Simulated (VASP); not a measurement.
Computed with LDA (Ceperley-Alder, Perdew-Zunger), VASP's LDA PAW potentials (set 64) (plane waves; VASP 6.6.1).

The input files of a VASP run:

File KPOINTS:
```
Automatic mesh
0
G
10 10 10
0 0 0
```

INCAR:
```
# general
SYSTEM  = Ba
PREC    = Accurate
ENCUT   = 400
LREAL   = F
LASPH   = T

# electronic loop
EDIFF   = 1E-6
NELM    = 100
ALGO    = Normal
LMAXMIX = 4

# smearing
ISMEAR  = 1
SIGMA   = 0.1

# ions
IBRION  = 2
NSW     = 60
ISIF    = 3
EDIFFG  = -0.01

# output
LWAVE   = F
LCHARG  = F
```

**POSCAR**
```
Ba
1.0
 -2.3821859632   2.3821859632   2.3821859632
  2.3821859632  -2.3821859632   2.3821859632
  2.3821859632   2.3821859632  -2.3821859632
Ba
1
Cartesian
  2.3821859632   2.3821859632  -2.3821859632
```

POTCAR, in this order: Ba_sv (LDA.64 set). Program: vasp_std.

What VASP printed:

File OSZICAR:
```
       N       E                     dE             d eps       ncg     rms          rms(c)
DAV:   1     0.484690081498E+02    0.48469E+02   -0.40134E+03   846   0.767E+02
DAV:   2    -0.592870596332E+00   -0.49062E+02   -0.48285E+02  1027   0.143E+02
DAV:   3    -0.222776145316E+01   -0.16349E+01   -0.16249E+01  1063   0.289E+01
DAV:   4    -0.225814657523E+01   -0.30385E-01   -0.30335E-01  1241   0.347E+00
DAV:   5    -0.225849560520E+01   -0.34903E-03   -0.34901E-03  1225   0.236E-01    0.205E+00
DAV:   6    -0.225115060655E+01    0.73450E-02   -0.49329E-03  1116   0.733E-01    0.120E+00
DAV:   7    -0.224707852875E+01    0.40721E-02   -0.89040E-03  1199   0.948E-01    0.569E-02
DAV:   8    -0.224713096980E+01   -0.52441E-04   -0.15593E-04  1202   0.845E-02    0.636E-03
DAV:   9    -0.224713268373E+01   -0.17139E-05   -0.52652E-06  1149   0.108E-02    0.286E-03
DAV:  10    -0.224713241770E+01    0.26603E-06   -0.35773E-07   605   0.396E-03
   1 F= -.22471324E+01 E0= -.22468333E+01  d E =-.224713E+01
       N       E                     dE             d eps       ncg     rms          rms(c)
DAV:   1    -0.224790242211E+01   -0.76974E-03   -0.20702E-02   856   0.117E+00    0.118E-01
DAV:   2    -0.224734102577E+01    0.56140E-03   -0.11790E-03   861   0.329E-01    0.541E-02
DAV:   3    -0.224718292561E+01    0.15810E-03   -0.94767E-04  1253   0.211E-01    0.188E-02
DAV:   4    -0.224718477822E+01   -0.18526E-05   -0.53969E-06   907   0.237E-02    0.142E-02
DAV:   5    -0.224719169829E+01   -0.69201E-05   -0.52783E-06  1190   0.148E-02    0.209E-03
DAV:   6    -0.224719170692E+01   -0.86362E-08   -0.11236E-07   463   0.268E-03
   2 F= -.22471917E+01 E0= -.22468947E+01  d E =-.592892E-04
       N       E                     dE             d eps       ncg     rms          rms(c)
DAV:   1    -0.224766015980E+01   -0.46846E-03   -0.13212E-02   846   0.934E-01    0.938E-02
DAV:   2    -0.224730237226E+01    0.35779E-03   -0.75190E-04   850   0.262E-01    0.431E-02
DAV:   3    -0.224720172933E+01    0.10064E-03   -0.60336E-04  1234   0.169E-01    0.150E-02
DAV:   4    -0.224720293306E+01   -0.12037E-05   -0.34560E-06   863   0.190E-02    0.113E-02
DAV:   5    -0.224720733678E+01   -0.44037E-05   -0.33721E-06  1126   0.118E-02    0.176E-03
DAV:   6    -0.224720734506E+01   -0.82877E-08   -0.87153E-08   435   0.232E-03
   3 F= -.22472073E+01 E0= -.22469117E+01  d E =-.749274E-04
```

### OUTCAR
```
------------------------ aborting loop because EDIFF is reached ----------------------------------------
  FORCE on cell =-STRESS in cart. coord.  units (eV):
  Direction    XX          YY          ZZ          XY          YZ          ZX
  --------------------------------------------------------------------------------------
  Total        0.0003231      0.0003231      0.0003231      0.0000000      0.0000000      0.0000000
  in kB        0.0095156      0.0095156      0.0095156      0.0000000      0.0000000      0.0000000
  external PRESSURE =       0.0095156 kB  Pullay stress =       0.0000000 kB
  volume of cell :       54.41
      direct lattice vectors                 reciprocal lattice vectors
    -2.387076206  2.387076206  2.387076206     0.000000000  0.209461264  0.209461264
     2.387076206 -2.387076206  2.387076206     0.209461264  0.000000000  0.209461264
     2.387076206  2.387076206 -2.387076206     0.209461264  0.209461264  0.000000000
 POSITION                                       TOTAL-FORCE (eV/Angst)
 -----------------------------------------------------------------------------------
      0.00000      0.00000      0.00000        -0.000000      0.000000      0.000000
 -----------------------------------------------------------------------------------
    total drift:                                0.000000      0.000000      0.000000
  FREE ENERGIE OF THE ION-ELECTRON SYSTEM (eV)
  ---------------------------------------------------
  free  energy   TOTEN  =        -2.2472073451 eV

  energy  without entropy=       -2.2463204107  energy(sigma->0) =       -2.24691170

 reached required accuracy - stopping structural energy minimisation
```
(Selected blocks of OUTCAR.)

**CONTCAR**
```
Ba
   1.00000000000000
    -2.3870762062142008    2.3870762062142008    2.3870762062142008
     2.3870762062142008   -2.3870762062142008    2.3870762062142008
     2.3870762062142008    2.3870762062142008   -2.3870762062142008
  Ba
     1
Direct
     0.0000000000000000    0.0000000000000000    0.0000000000000000
```

**OUTCAR**
```
 val. band max:        1.8930018099   @ k =   0.3000   0.3000   0.0000

 cond. band min:       1.9473419456   @ k =  -0.4000  -0.4000   0.1000


 Fermi energy:         1.8989903256

 k-point     1 :       0.0000    0.0000    0.0000
  band No.  band energies     occupation
      1     -26.6565      2.00000
      2     -11.5060      2.00000
      3     -11.5060      2.00000
      4     -11.5060      2.00000
      5      -0.8672      2.00000
      6       3.8534     -0.00000
      7       3.8534     -0.00000
      8       3.8534     -0.00000
      9       5.5272      0.00000

 k-point     2 :       0.1000    0.0000    0.0000
  band No.  band energies     occupation
      1     -26.6487      2.00000
      2     -11.5843      2.00000
      3     -11.5292      2.00000
      4     -11.5068      2.00000
      5      -0.6432      2.00000
      6       3.6774     -0.00000
      7       3.7593     -0.00000
      8       4.0824      0.00000
      9       5.2523      0.00000

 k-point     3 :       0.2000    0.0000    0.0000
  band No.  band energies     occupation
      1     -26.6281      2.00000
      2     -11.7806      2.00000
      3     -11.5890      2.00000
      4     -11.5087      2.00000
      5      -0.0584      2.00000
      6       3.2891     -0.00000
      7       3.3837     -0.00000
      8       4.7513      0.00000
      9       5.1357      0.00000

 k-point     4 :       0.3000    0.0000    0.0000
  band No.  band energies     occupation
      1     -26.6024      2.00000
      2     -12.0085      2.00000
      3     -11.6611      2.00000
      4     -11.5112      2.00000
      5       0.5936      2.00000
      6       2.9016     -0.00000
      7       3.1031     -0.00000
      8       5.3789      0.00000
      9       5.6803      0.00000

 k-point     5 :       0.4000    0.0000    0.0000
  band No.  band energies     occupation
      1     -26.5815      2.00000
      2     -12.1828      2.00000
      3     -11.7180      2.00000
...
```

Unless said otherwise, spin-orbit coupling is left out, though it shifts the bands of the heavy elements here.

The compound is Ba in the bcc structure. This run relaxes it. Symmetry was kept, so distortions that lower it aren't found. The start is the result of an earlier pass.
